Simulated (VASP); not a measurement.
All values below come from PBEsol GGA, VASP's PBE PAW potentials (set 64) (plane waves; VASP).

A VASP calculation is set up with these files.

INCAR:
```
ALGO = Normal
EDIFF = 1E-6
ENCUT = 300
GGA = PS
ISIF = 2
ISMEAR = -1
LASPH = .True.
LCHARG = .False.
LMAXMIX = 6
LREAL = .False.
LWAVE = .False.
NELM = 100
PREC = Accurate
SIGMA = 0.05
SYSTEM = LaGaNi4
```

KPOINTS:
```
kpoints
0
Gamma
  7 7 8
0 0 0
```

POSCAR:
```
LaGaNi4
1.0
  5.1485400000   0.0000000000   0.0000000000
 -2.5742700000   4.4587660000   0.0000000000
  0.0000000000   0.0000000000   3.8392400000
La Ga Ni
1 1 4
Cart
  0.0023683284  -0.0099073781   0.0422508362
 -0.1076508229   2.9982169389   0.0437135866
  2.5927815756   1.4551049078  -0.0812690323
  3.8438845184   2.2327449096   1.9526105893
  2.6739714771   0.0394154914   1.8688114978
  1.2917249234   2.2019571303   1.9327425223
```

POTCAR, in this order: La Ga_d Ni (PBE.64 set). Program: vasp_std.

At this cut-off the stress carries a Pulay error, which pulls relaxed volumes low.

Q: Estimate the energy per atom (σ→0), pressure, largest force, band gap (on the k-mesh).

A: 
```yaml
energy per atom (σ→0): -5.943 eV/atom
band gap (on the k-mesh): none (metal, semimetal or under 0.01 eV)
pressure: -1.96 GPa
largest_force: 1.106 eV/Å
```

OSZICAR:
```
...
DAV:  15    -0.356714533601E+02    0.62014E-03   -0.59556E-03 26688   0.727E-01    0.105E-01
DAV:  16    -0.356713769585E+02    0.76402E-04   -0.11071E-03 23432   0.382E-01    0.759E-02
DAV:  17    -0.356713940723E+02   -0.17114E-04   -0.25976E-04 20262   0.287E-01    0.700E-02
DAV:  18    -0.356713789979E+02    0.15074E-04   -0.12045E-04 18672   0.204E-01    0.301E-02
DAV:  19    -0.356713842491E+02   -0.52512E-05   -0.42851E-05 26284   0.585E-02    0.144E-02
DAV:  20    -0.356713821736E+02    0.20755E-05   -0.14419E-05 26774   0.445E-02    0.970E-03
DAV:  21    -0.356713817774E+02    0.39620E-06   -0.40476E-06 16432   0.164E-02
   1 F= -.35671382E+02 E0= -.35659036E+02  d E =-.246919E-01
```

The structure comes from a computed database's LaGaNi4 entry; how it stands against other phases isn't given here. The cell was not relaxed at this level, atoms are displaced from their ideal sites. The run is not spin-polarised, so no magnetic state was tried.
